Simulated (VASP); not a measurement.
```xyz
5
Lattice="2.2091 1.2754 10.7524 -2.2091 1.2754 10.7524 0.0000 -2.5508 10.7524" Properties=species:S:1:pos:R:3 pbc="T T T"
Bi     0.0104     0.0065    19.4442
Bi    -0.0024     0.0234    12.7911
Te    -0.0416    -0.0194    25.2567
Te     0.0122    -0.0144     7.0217
Te     0.0213     0.0038     0.0007
```

Method: LDA (Ceperley-Alder, Perdew-Zunger), VASP's LDA PAW potentials (set 64) (plane waves; VASP 6.6.1). Numerical set-up: 300 eV cut-off, 4×4×4 Γ-centred mesh, Gaussian smearing of 0.010 eV, potentials Bi_d Te.

At this cut-off the stress carries a Pulay error, which pulls relaxed volumes low.

Which forces act on the atoms, in eV/Å?

| atom | Fx | Fy | Fz |
|---|---|---|---|
| Bi1 | 0.027 | -0.015 | 0.249 |
| Bi2 | -0.066 | -0.079 | -0.053 |
| Te3 | 0.143 | 0.099 | -0.089 |
| Te4 | -0.013 | 0.041 | -0.087 |
| Te5 | -0.091 | -0.046 | -0.021 |

Give the stress tensor in GPa (positive for a compressed cell).

```
-2.52  -0.15   0.33
-0.15  -2.46   0.07
 0.33   0.07  -2.59
```
The pressure is its mean diagonal, -2.53 GPa.

The structure comes from a computed database's Bi2Te3 entry; how it stands against other phases isn't given here. The cell was not relaxed at this level, atoms are displaced from their ideal sites.
